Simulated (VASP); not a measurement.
These are PBE GGA, VASP's PBE PAW potentials (set 64) (plane waves; VASP) values and carry that method's errors.

VASP ran on this input.

### INCAR
```
! general
SYSTEM  = Ni
PREC    = Accurate
ENCUT   = 400
LREAL   = .False.   ! projection in real space or not
LASPH   = .True.

! electronic loop
EDIFF   = 1E-6
NELM    = 100   ! most electronic steps
ALGO    = Normal
LMAXMIX = 4

! smearing
ISMEAR  = 1   ! Methfessel-Paxton
SIGMA   = 0.1   ! width (eV)

! functional
GGA     = PE   ! PBE

! spin
ISPIN   = 2   ! spin-polarised
MAGMOM  = 2.8

! ions
ISIF    = 2   ! forces and stress, cell fixed

! output
LWAVE   = .False.
LCHARG  = .False.
LORBIT  = 10
```

File POSCAR:
```
Ni
1.0
  0.0000000000   1.7952000000   1.7952000000
  1.7952000000   0.0000000000   1.7952000000
  1.7952000000   1.7952000000   0.0000000000
Ni
1
Cartesian
  0.0000000000   0.0000000000   0.0000000000
```

**KPOINTS**
```
Automatic mesh
0
Gamma
16 16 16
0 0 0
```

POTCAR, in this order: Ni (PBE.64 set). Program: vasp_std.

Output

OUTCAR:
```
 ion  position               nearest neighbor table
   1  0.000  0.000  0.000-
  LATTYP: Found a face centered cubic cell.
 ALAT       =     3.5904000000
 Subroutine PRICEL returns:
 Original cell was already a primitive cell.
 Subroutine GETGRP returns: Found 48 space group operations
The static configuration has the point symmetry O_h .
The dynamic configuration has the point symmetry O_h .
The overall configuration has the point symmetry O_h .
 Subroutine INISYM returns: Found 48 space group operations
 Subroutine IBZKPT returns following result:
 Found    145 irreducible k-points:

 Following reciprocal coordinates:
            Coordinates               Weight
  0.000000  0.000000  0.000000      1.000000
  0.062500  0.000000  0.000000      8.000000
  0.125000  0.000000  0.000000      8.000000
  0.187500  0.000000  0.000000      8.000000
  0.250000  0.000000  0.000000      8.000000
  0.312500  0.000000  0.000000      8.000000
  0.375000  0.000000  0.000000      8.000000
  0.437500  0.000000  0.000000      8.000000
  0.500000  0.000000  0.000000      4.000000
...
```

File OSZICAR:
```
       N       E                     dE             d eps       ncg     rms          rms(c)
DAV:   1     0.221743533676E+02    0.22174E+02   -0.40217E+03  6114   0.105E+03
DAV:   2    -0.546179163226E+01   -0.27636E+02   -0.26046E+02  5894   0.150E+02
DAV:   3    -0.598106108157E+01   -0.51927E+00   -0.51852E+00  6550   0.254E+01
DAV:   4    -0.598546785411E+01   -0.44068E-02   -0.44062E-02  6334   0.210E+00
DAV:   5    -0.598558044109E+01   -0.11259E-03   -0.11258E-03  6486   0.308E-01    0.127E+01
DAV:   6    -0.596029454357E+01    0.25286E-01   -0.17024E+01  6354   0.659E+01    0.742E+00
DAV:   7    -0.545866040226E+01    0.50163E+00   -0.41454E+00  6380   0.277E+01    0.157E+00
DAV:   8    -0.545144685733E+01    0.72135E-02   -0.17752E-02  7154   0.122E+00    0.898E-01
DAV:   9    -0.544834620707E+01    0.31007E-02   -0.15565E-03  8382   0.339E-01    0.377E-01
DAV:  10    -0.544699604081E+01    0.13502E-02   -0.23017E-03  7862   0.433E-01    0.586E-02
DAV:  11    -0.544700855475E+01   -0.12514E-04   -0.24329E-05  7130   0.436E-02    0.302E-02
DAV:  12    -0.544700922501E+01   -0.67027E-06   -0.12680E-05  5168   0.400E-02    0.169E-02
DAV:  13    -0.544700905501E+01    0.17000E-06   -0.65234E-07  3152   0.130E-02
   1 F= -.54470091E+01 E0= -.54471756E+01  d E =0.499597E-03  mag=     0.6112
```

File OUTCAR:
```
------------------------ aborting loop because EDIFF is reached ----------------------------------------
  FORCE on cell =-STRESS in cart. coord.  units (eV):
  Direction    XX          YY          ZZ          XY          YZ          ZX
  --------------------------------------------------------------------------------------
  Total       -0.8023920     -0.8023920     -0.8023920      0.0000000      0.0000000      0.0000000
  in kB     -111.1037411   -111.1037411   -111.1037411      0.0000000      0.0000000      0.0000000
  external PRESSURE =    -111.1037411 kB  Pullay stress =       0.0000000 kB
  volume of cell :       11.57
      direct lattice vectors                 reciprocal lattice vectors
     0.000000000  1.795200000  1.795200000    -0.278520499  0.278520499  0.278520499
     1.795200000  0.000000000  1.795200000     0.278520499 -0.278520499  0.278520499
     1.795200000  1.795200000  0.000000000     0.278520499  0.278520499 -0.278520499
 POSITION                                       TOTAL-FORCE (eV/Angst)
 -----------------------------------------------------------------------------------
      0.00000      0.00000      0.00000        -0.000000     -0.000000      0.000000
 -----------------------------------------------------------------------------------
    total drift:                                0.000000     -0.000000      0.000000
  FREE ENERGIE OF THE ION-ELECTRON SYSTEM (eV)
  ---------------------------------------------------
  free  energy   TOTEN  =        -5.4470090550 eV

  energy  without entropy=       -5.4475086525  energy(sigma->0) =       -5.44717559

 total charge

# of ion       s       p       d       tot
------------------------------------------
    1        0.472   0.445   8.288   9.205

 magnetization (x)

# of ion       s       p       d       tot
------------------------------------------
    1       -0.007  -0.025   0.661   0.629
```
(Selected blocks of OUTCAR.)

The compound is Ni in the fcc structure. The cell was not relaxed at this level. The run is one of a series of settings (MAGMOM = 2.8 against the base run), some of them coarse on purpose.
